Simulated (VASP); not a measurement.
OSZICAR of a VASP run on Sc₂Cu (space group Fd-3m):

### OSZICAR
```
       N       E                     dE             d eps       ncg     rms          rms(c)
DAV:   1     0.905696795640E+03    0.90570E+03   -0.22963E+04   672   0.126E+03
DAV:   2     0.543584706076E+02   -0.85134E+03   -0.84270E+03   824   0.672E+02
DAV:   3    -0.252958637531E+02   -0.79654E+02   -0.76299E+02  1010   0.252E+02
DAV:   4    -0.320242706338E+02   -0.67284E+01   -0.63290E+01  1056   0.522E+01
DAV:   5    -0.324644275459E+02   -0.44016E+00   -0.42923E+00   992   0.123E+01    0.159E+01
DAV:   6    -0.326211952158E+02   -0.15677E+00   -0.66718E+01   762   0.109E+02    0.126E+01
DAV:   7    -0.283036355151E+02    0.43176E+01   -0.19899E+01   776   0.404E+01    0.310E+00
DAV:   8    -0.284543446408E+02   -0.15071E+00   -0.48657E+00  1009   0.184E+01    0.460E+00
DAV:   9    -0.282969881707E+02    0.15736E+00   -0.36636E+00   873   0.233E+01    0.240E+00
DAV:  10    -0.282168931356E+02    0.80095E-01   -0.52874E-01   992   0.755E+00    0.879E-01
DAV:  11    -0.282118301991E+02    0.50629E-02   -0.10733E-01   873   0.185E+00    0.766E-01
DAV:  12    -0.282024506257E+02    0.93796E-02   -0.52782E-02   832   0.256E+00    0.312E-02
DAV:  13    -0.282030049834E+02   -0.55436E-03   -0.53664E-03  1001   0.487E-01    0.628E-02
DAV:  14    -0.282030319895E+02   -0.27006E-04   -0.27604E-04   929   0.875E-02    0.546E-02
DAV:  15    -0.282029758488E+02    0.56141E-04   -0.42383E-04   937   0.206E-01    0.149E-02
DAV:  16    -0.282029751438E+02    0.70496E-06   -0.40385E-05   752   0.589E-02    0.525E-03
DAV:  17    -0.282029756854E+02   -0.54153E-06   -0.49639E-06   635   0.152E-02
   1 F= -.28202976E+02 E0= -.28055434E+02  d E =-.295084E+00
```

Problem. Which electronic solver shows in the log?

Solution. It is blocked Davidson (ALGO = Normal, or the opening steps of other solvers). The INCAR had ALGO = Normal.

Problem. Can the final energy be trusted as converged?

Solution. Self-consistency was reached. It stopped with EDIFF = 1E-6, NELM = 100 (PBE GGA, plane waves, VASP's PBE PAW potentials (set 64)).

The structure was generated: Sc2Cu was put into an ordered model structure, which need not be its known phase. The cell was not relaxed at this level. The k-mesh is coarse (spacing up to 0.31 per Å, 2π included), so the numbers may not be converged in it.
